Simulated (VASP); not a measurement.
# ZnCd2SeS2 (Imm2) in VASP: band structure with PBE

Aim: the band structure of ZnCd2SeS2 with PBE.

All numbers are computed with VASP 6.6.1; they aren't measurements. Logs are shortened: lines on timing, memory, paths and dates and some standing lists are left out, and cuts for length are marked.

## (1) Starting point

Symmetry: Imm2, No. 44, orthorhombic system. Conventional cell: a = 4.142 Å, b = 12.374 Å, c = 5.899 Å, α = 90.00°, β = 90.00°, γ = 90.00°. Around Zn (site symmetry mm2) lie 2 S at 2.36 Å and 2 Se at 2.50 Å. Cd (site symmetry m) has 3 S at 2.57 Å and 1 Se at 2.68 Å as nearest neighbours. Se (site symmetry mm2) has 2 Zn at 2.50 Å and 2 Cd at 2.68 Å as nearest neighbours. S (site symmetry m) has 1 Zn at 2.36 Å and 3 Cd at 2.57 Å as nearest neighbours.

The cell was built by a generator and needn't be a form met in nature.

## (2) Band structure, PBE

Input file POSCAR:

```
ZnCd2SeS2
1.0
   -2.0709000000      6.1867700000      2.9496600000
    2.0709000000     -6.1867700000      2.9496600000
    2.0709000000      6.1867700000     -2.9496600000
Zn Cd Se S
1 2 1 2
Direct
    0.9844950000      0.9844950000      0.0000000000
    0.3388870000      0.0072890000      0.3315980000
    0.6756910000      0.0072890000      0.6684020000
    0.2224050000      0.7224050000      0.5000000000
    0.6051520000      0.7642610000      0.8408910000
    0.9233700000      0.7642610000      0.1591090000
```

Input file INCAR.step1:

```
SYSTEM = ZnCd2SeS2
ALGO     = Normal         ! electronic algorithm
EDIFF    = 1E-6           ! SCF threshold, eV
ENCUT    = 520            ! plane-wave cutoff, eV
GGA      = PE             ! functional
ISIF     = 2              ! what is computed and relaxed
ISMEAR   = 0              ! smearing method
KPAR     = 4            
LASPH    = .TRUE.         ! aspherical terms in the spheres
LCHARG   = .TRUE.         ! write CHGCAR
LREAL    = .FALSE.        ! projectors in reciprocal space
LWAVE    = .FALSE.        ! write WAVECAR
NBANDS   = 36             ! bands
NELM     = 80             ! most SCF steps
PREC     = Accurate       ! precision mode
SIGMA    = 0.03           ! smearing width, eV
```

Input file KPOINTS.step1:

```
k-points
0
G
  8 8 8
  0 0 0
```

Input file INCAR.step2:

```
SYSTEM = ZnCd2SeS2
ALGO     = Normal         ! electronic algorithm
EDIFF    = 1E-6           ! SCF threshold, eV
ENCUT    = 520            ! plane-wave cutoff, eV
GGA      = PE             ! functional
ICHARG   = 11             ! starting density
ISIF     = 2              ! what is computed and relaxed
ISMEAR   = 0              ! smearing method
KPAR     = 4            
LASPH    = .TRUE.         ! aspherical terms in the spheres
LCHARG   = .FALSE.        ! write CHGCAR
LREAL    = .FALSE.        ! projectors in reciprocal space
LWAVE    = .FALSE.        ! write WAVECAR
NBANDS   = 36             ! bands
NELM     = 80             ! most SCF steps
PREC     = Accurate       ! precision mode
SIGMA    = 0.05           ! smearing width, eV
```

Input file KPOINTS.step2:

```
path GXLTWRX1ZGYSW,L1Y,Y1Z
10
line-mode
reciprocal
 0.0000000000  0.0000000000  0.0000000000  G
 0.2780111103 -0.2780111103 -0.2780111103  X

 0.2780111103 -0.2780111103 -0.2780111103  X
 0.0848382745 -0.4711839460 -0.0848382745  L

 0.0848382745 -0.4711839460 -0.0848382745  L
 0.0000000000 -0.5000000000  0.0000000000  T

 0.0000000000 -0.5000000000  0.0000000000  T
-0.2500000000 -0.2500000000 -0.2500000000  W

-0.2500000000 -0.2500000000 -0.2500000000  W
 0.0000000000  0.0000000000 -0.5000000000  R

 0.0000000000  0.0000000000 -0.5000000000  R
-0.2780111103  0.2780111103 -0.7219888897  X1

-0.2780111103  0.2780111103 -0.7219888897  X1
-0.5000000000  0.5000000000 -0.5000000000  Z

-0.5000000000  0.5000000000 -0.5000000000  Z
 0.0000000000  0.0000000000  0.0000000000  G

 0.0000000000  0.0000000000  0.0000000000  G
-0.3068271642 -0.3068271642  0.3068271642  Y

-0.3068271642 -0.3068271642  0.3068271642  Y
-0.5000000000  0.0000000000  0.0000000000  S

-0.5000000000  0.0000000000  0.0000000000  S
-0.2500000000 -0.2500000000 -0.2500000000  W

-0.0848382745 -0.5288160540  0.0848382745  L1
-0.3068271642 -0.3068271642  0.3068271642  Y

-0.6931728358  0.3068271642 -0.3068271642  Y1
-0.5000000000  0.5000000000 -0.5000000000  Z
```

Potentials or basis: VASP PAW PBE potentials, release 64 (Zn, Cd, Se, S).

Run with:

```
$ cat potpaw_PBE.64/Zn/POTCAR potpaw_PBE.64/Cd/POTCAR potpaw_PBE.64/Se/POTCAR potpaw_PBE.64/S/POTCAR > POTCAR
$ cp INCAR.step1 INCAR
$ cp KPOINTS.step1 KPOINTS
$ mpirun -np 4 vasp_std > vasp.out
$ cp INCAR.step2 INCAR
$ cp KPOINTS.step2 KPOINTS
$ mpirun -np 4 vasp_std > vasp.out
```

OUTCAR:

```text
SYSTEM = ZnCd2SeS2
   EDIFF = 1E-6
   ENCUT = 520
   GGA = PE
   ICHARG = 11
   ISIF = 2
   ISMEAR = 0
   LASPH = .TRUE.
   LREAL = .FALSE.
   NELM = 80
   PREC = Accurate

 ion  position               nearest neighbor table
   1  0.984  0.984  0.000-   5 2.36   6 2.36   4 2.50   4 2.50
   2  0.339  0.007  0.332-   5 2.57   5 2.57   6 2.57   4 2.68
   3  0.676  0.007  0.668-   6 2.57   6 2.57   5 2.57   4 2.68
   4  0.222  0.722  0.500-   1 2.50   1 2.50   2 2.68   3 2.68
   5  0.605  0.764  0.841-   1 2.36   2 2.57   2 2.57   3 2.57
   6  0.923  0.764  0.159-   1 2.36   3 2.57   3 2.57   2 2.57

  LATTYP: Found a body centered orthorhombic cell.
 ALAT       =     4.1418000000
 B/A-ratio  =     1.4243372447
 C/A-ratio  =     2.9874788739

  Lattice vectors:

 A1 = (  -2.0709000000,   6.1867700000,  -2.9496600000)
 A2 = (   2.0709000000,   6.1867700000,   2.9496600000)
 A3 = (   2.0709000000,  -6.1867700000,  -2.9496600000)

Analysis of symmetry for initial positions (statically):
=====================================================================
 Subroutine PRICEL returns:
 Original cell was already a primitive cell.

 Routine SETGRP: Setting up the symmetry group for a
 body centered orthorhombic supercell.

 Subroutine GETGRP returns: Found  4 space group operations
 (whereof  4 operations were pure point group operations)
 out of a pool of  8 trial point group operations.

The static configuration has the point symmetry C_2v.

Analysis of symmetry for dynamics (positions and initial velocities):
=====================================================================
 Subroutine PRICEL returns:
 Original cell was already a primitive cell.

 Routine SETGRP: Setting up the symmetry group for a
 body centered orthorhombic supercell.

 Subroutine GETGRP returns: Found  4 space group operations
 (whereof  4 operations were pure point group operations)
 out of a pool of  8 trial point group operations.

The dynamic configuration has the point symmetry C_2v.

 Subroutine INISYM returns: Found  4 space group operations
 (whereof  4 operations are pure point group operations),
 and found     1 'primitive' translations

----------------------------------------------------------------------------------------

                                     Primitive cell

  volume of cell :     151.1663

  direct lattice vectors                    reciprocal lattice vectors
    -2.070900000  6.186770000  2.949660000     0.000000000  0.080817616  0.169511062
     2.070900000 -6.186770000  2.949660000     0.241440919  0.000000000  0.169511062
     2.070900000  6.186770000 -2.949660000     0.241440919  0.080817616  0.000000000

  length of vectors
     7.159975137  7.159975137  7.159975137     0.187791073  0.295004606  0.254607943

  position of ions in fractional coordinates (direct lattice)
     0.984495000  0.984495000  0.000000000
     0.338887000  0.007289000  0.331598000
     0.675691000  0.007289000  0.668402000
     0.222405000  0.722405000  0.500000000
     0.605152000  0.764261000  0.840891000
     0.923370000  0.764261000  0.159109000

  ion indices of the primitive-cell ions
   primitive index   ion index
                 1           1
                 2           2
                 3           3
                 4           4
                 5           5
                 6           6

----------------------------------------------------------------------------------------

 KPOINTS: path GXLTWRX1ZGYSW,L1Y,Y1Z

Interpolating k-points between supplied coordinates.

 Line segments in fractional coordinates (reciprocal lattice):
    0.000000  0.000000  0.000000  ...  0.278011 -0.278011 -0.278011
    0.278011 -0.278011 -0.278011  ...  0.084838 -0.471184 -0.084838
    0.084838 -0.471184 -0.084838  ...  0.000000 -0.500000  0.000000
    0.000000 -0.500000  0.000000  ... -0.250000 -0.250000 -0.250000
   -0.250000 -0.250000 -0.250000  ...  0.000000  0.000000 -0.500000
    0.000000  0.000000 -0.500000  ... -0.278011  0.278011 -0.721989
   -0.278011  0.278011 -0.721989  ... -0.500000  0.500000 -0.500000
   -0.500000  0.500000 -0.500000  ...  0.000000  0.000000  0.000000
    0.000000  0.000000  0.000000  ... -0.306827 -0.306827  0.306827
   -0.306827 -0.306827  0.306827  ... -0.500000  0.000000  0.000000
   -0.500000  0.000000  0.000000  ... -0.250000 -0.250000 -0.250000
   -0.084838 -0.528816  0.084838  ... -0.306827 -0.306827  0.306827
   -0.693173  0.306827 -0.306827  ... -0.500000  0.500000 -0.500000

 Generated    10 points on each line segment, for a total of    130 k-points:

 Following reciprocal coordinates:
            Coordinates               Weight
  0.000000  0.000000  0.000000      0.007692
  0.030890 -0.030890 -0.030890      0.007692
  0.061780 -0.061780 -0.061780      0.007692
  0.092670 -0.092670 -0.092670      0.007692
  0.123560 -0.123560 -0.123560      0.007692
  0.154451 -0.154451 -0.154451      0.007692
[... 16 lines left out ...]
  0.065985 -0.477588 -0.065985      0.007692
  0.056559 -0.480789 -0.056559      0.007692
 [... further k-points ...]
   k-points           NKPTS =    130   k-points in BZ     NKDIM =    130   number of bands    NBANDS=     36
   number of dos      NEDOS =    301   number of ions     NIONS =      6
   total plane-waves  NPLWV = 157464
   dimension x,y,z NGX =    54 NGY =   54 NGZ =   54
   dimension x,y,z NGXF=   108 NGYF=  108 NGZF=  108
   ions per type =               1   2   1   2
   NGX,Y,Z   is equivalent  to a cutoff of  12.54, 12.54, 12.54 a.u.
   NGXF,Y,Z  is equivalent  to a cutoff of  25.08, 25.08, 25.08 a.u.
 SYSTEM =  ZnCd2SeS2
   PREC   = accura    normal or accurate (medium, high low for compatibility)
   ISTART =      0    job   : 0-new  1-cont  2-samecut
   ICHARG =     11    charge: 1-file 2-atom 10-const
   ISPIN  =      1    spin polarized calculation?
   LNONCOLLINEAR =      F non collinear calculations
   LSORBIT =      F    spin-orbit coupling
   LASPH  =      T    aspherical Exc in radial PAW
   ENCUT  =  520.0 eV  38.22 Ry    6.18 a.u.  13.31 13.31 13.31*2*pi/ulx,y,z
   NELM   =     80;   NELMIN=  2; NELMDL=  0     # of ELM steps
   EDIFF  = 0.1E-05   stopping-criterion for ELM
   LREAL  =      F    real-space projection
   EDIFFG = 0.1E-04   stopping-criterion for IOM
   NSW    =      0    number of steps for IOM
   IBRION =     -1    ionic relax: 0-MD 1-quasi-New 2-CG
   NFREE  =      0    steps in history (QN), initial steepest desc. (CG)
   ISIF   =      2    stress and relaxation
   ISYM   =      2    0-nonsym 1-usesym 2-fastsym
   POTIM  = 0.5000    time-step for ionic-motion
   TEBEG  =    0.0;   TEEND  =   0.0 temperature during run
   PSTRESS=    0.0 pullay stress
   NELECT =      54.0000    total number of electrons
   NUPDOWN=      -1.0000    fix difference up-down
   EMIN   =  10.00;   EMAX   =-10.00  energy-range for DOS
   EFERMI =   0.00;   METHOD = LEGACY
   ISMEAR =     0;   SIGMA  =   0.05  broadening in eV -4-tet -1-fermi 0-gaus
   EFERMI_NEDOS =   21; number of points for ismear=-14 and -15
   IALGO  =     38    algorithm
   IMIX   =      4    mixing-type and parameters
     AMIX     =   0.40;   BMIX     =  1.00
     AMIX_MAG =   1.60;   BMIX_MAG =  1.00
  volume/ion in A,a.u.               =      25.19       170.02
  Fermi-wavevector in a.u.,A,eV,Ry     =   1.161594  2.195095 18.358353  1.349301
  Thomas-Fermi vector in A             =   2.298164
   LORBIT       =      0    0 simple, 1 ext, 2 COOP (PROOUT), +10 PAW based schemes
   GGA     = PE    functional components
   LHFCALC =     F    Hartree Fock is set to
   AEXX    =    0.0000 exact exchange contribution
   IVDW    =     0    specifies the selected vdW correction
   LEPSILON=     F    determine dielectric tensor
   LRPA    =     F    only Hartree local field effects (RPA)
 non-spin polarized calculation
 Gauss-broadening in eV      SIGMA  =   0.05
  energy-cutoff  :      520.00
  volume of cell :      151.17
 maximum number of plane-waves:      4097
 NGX is ok and might be reduce to    54

 number of electron      53.9999999 magnetization

 Free energy of the ion-electron system (eV)
  ---------------------------------------------------
  ext. energy  EPLUGINS =         0.00000000
  ---------------------------------------------------
  free energy    TOTEN  =       -18.23445126 eV

  energy without entropy =      -18.23445126  energy(sigma->0) =      -18.23445126

 E-fermi :   1.3489     XC(G=0):  -9.0109

 val. band max:        1.0789862367   @ k =   0.0000   0.0000   0.0000
 cond. band min:       2.0955245929   @ k =   0.0000   0.0000   0.0000
 fundamental gap:      1.0165383562
 Fermi energy:         1.3488660076

 k-point     1 :       0.0000    0.0000    0.0000
  band No.  band energies     occupation
      1     -11.3710      2.00000
      2     -10.7386      2.00000
      3     -10.7044      2.00000
      4      -6.6107      2.00000
      5      -6.5746      2.00000
      6      -6.5723      2.00000
[... 28 lines left out ...]
     35       7.3932      0.00000
     36       8.9517      0.00000

 k-point     2 :       0.0309   -0.0309   -0.0309
  band No.  band energies     occupation
      1     -11.3591      2.00000
      2     -10.7362      2.00000
      3     -10.7017      2.00000
      4      -6.6057      2.00000
      5      -6.5694      2.00000
      6      -6.5687      2.00000
[... 28 lines left out ...]
     35       7.4474      0.00000
     36       8.6295      0.00000
[... 817 lines left out ...]
     35       8.0895      0.00000
     36       8.1006      0.00000

 k-point    24 :       0.0566   -0.4808   -0.0566
  band No.  band energies     occupation
      1     -10.8744      2.00000
      2     -10.7331      2.00000
      3     -10.7320      2.00000
      4      -6.5190      2.00000
      5      -6.5051      2.00000
      6      -6.4114      2.00000
[... 28 lines left out ...]
     35       8.0840      0.00000
     36       8.1344      0.00000

 [... further k-points ...]

------------------------ aborting loop because EDIFF is reached ----------------------------------------

  FORCE on cell =-STRESS in cart. coord.  units (eV):
  Direction    XX          YY          ZZ          XY          YZ          ZX
  --------------------------------------------------------------------------------------
  -------------------------------------------------------------------------------------
  Total        0.9689208      0.6186427     -0.3952942      0.0000000      0.0000000      0.0000000
  in kB       10.2693699      6.5568526     -4.1896326      0.0000000      0.0000000      0.0000000
  external PRESSURE =       4.2121966 kB  Pullay stress =       0.0000000 kB

 VOLUME and BASIS-vectors are now :
 -----------------------------------------------------------------------------
  energy-cutoff  :      520.00
  volume of cell :      151.17
      direct lattice vectors                 reciprocal lattice vectors
    -2.070900000  6.186770000  2.949660000     0.000000000  0.080817616  0.169511062
     2.070900000 -6.186770000  2.949660000     0.241440919  0.000000000  0.169511062
     2.070900000  6.186770000 -2.949660000     0.241440919  0.080817616  0.000000000

 POSITION                                       TOTAL-FORCE (eV/Angst)
 -----------------------------------------------------------------------------------
      0.00000      0.00000      5.80785         0.000000      0.000000     -0.035508
      0.00000      4.10304      0.04300        -0.000000      0.004288     -0.011964
      0.00000      8.27050      0.04300        -0.000000     -0.004288     -0.011964
      2.07090     -0.00000      1.31204         0.000000      0.000000     -0.044492
      2.07090      4.21803      1.55896         0.000000      0.000796      0.051964
     -0.00000      1.96874      4.50862        -0.000000     -0.000796      0.051964
 -----------------------------------------------------------------------------------
    total drift:                                0.000005      0.000011      0.030157

  FREE ENERGIE OF THE ION-ELECTRON SYSTEM (eV)
  ---------------------------------------------------
  free  energy   TOTEN  =       -18.2344512647 eV

  energy  without entropy=      -18.2344512647  energy(sigma->0) =      -18.23445126
```

It took 9.6 min on 4 MPI ranks of AMD EPYC 7R13 (Zen 3), shared host; peak memory 0.86 GiB.

What came out:

* Band gap on the k mesh: 1.02 eV, direct
* Band gap along the path: 1.02 eV, direct

Levels at the corners of the path, in eV from the valence-band top:
```
point  band 25  band 26  band 27  band 28  band 29  band 30
    Γ    -0.06    -0.04     0.00     1.02     3.99     4.36
    X    -1.60    -1.59    -0.85     3.71     3.73     3.97
    X    -1.60    -1.59    -0.85     3.71     3.73     3.97
    L    -1.40    -1.03    -0.78     3.08     4.50     4.51
    L    -1.40    -1.03    -0.78     3.08     4.50     4.51
    T    -1.42    -0.73    -0.72     2.75     4.59     4.67
    T    -1.42    -0.73    -0.72     2.75     4.59     4.67
    W    -1.32    -1.00    -0.89     3.40     3.69     5.08
    W    -1.32    -1.00    -0.89     3.40     3.69     5.08
    R    -1.92    -1.31    -1.06     3.40     3.80     4.37
    R    -1.92    -1.31    -1.06     3.40     3.80     4.37
   X1    -1.60    -1.59    -0.85     3.71     3.73     3.97
   X1    -1.60    -1.59    -0.85     3.71     3.73     3.97
    Z    -0.94    -0.44    -0.23     3.09     3.28     3.54
    Z    -0.94    -0.44    -0.23     3.09     3.28     3.54
    Γ    -0.06    -0.04     0.00     1.02     3.99     4.36
    Γ    -0.06    -0.04     0.00     1.02     3.99     4.36
    Y    -0.67    -0.57    -0.57     2.73     2.88     3.83
    Y    -0.67    -0.57    -0.57     2.73     2.88     3.83
    S    -0.89    -0.68    -0.67     2.70     3.51     3.63
    S    -0.89    -0.68    -0.67     2.70     3.51     3.63
    W    -1.32    -1.00    -0.89     3.40     3.69     5.08
   L1    -1.40    -1.03    -0.78     3.08     4.50     4.51
    Y    -0.67    -0.57    -0.57     2.73     2.88     3.83
   Y1    -0.67    -0.57    -0.57     2.73     2.88     3.83
    Z    -0.94    -0.44    -0.23     3.09     3.28     3.54
```

Caveat: the log is that of the step along the path at fixed density, whose energy, stress, charges and moments have no meaning. PBE gaps usually lie below the measured ones, often by a third to a half.
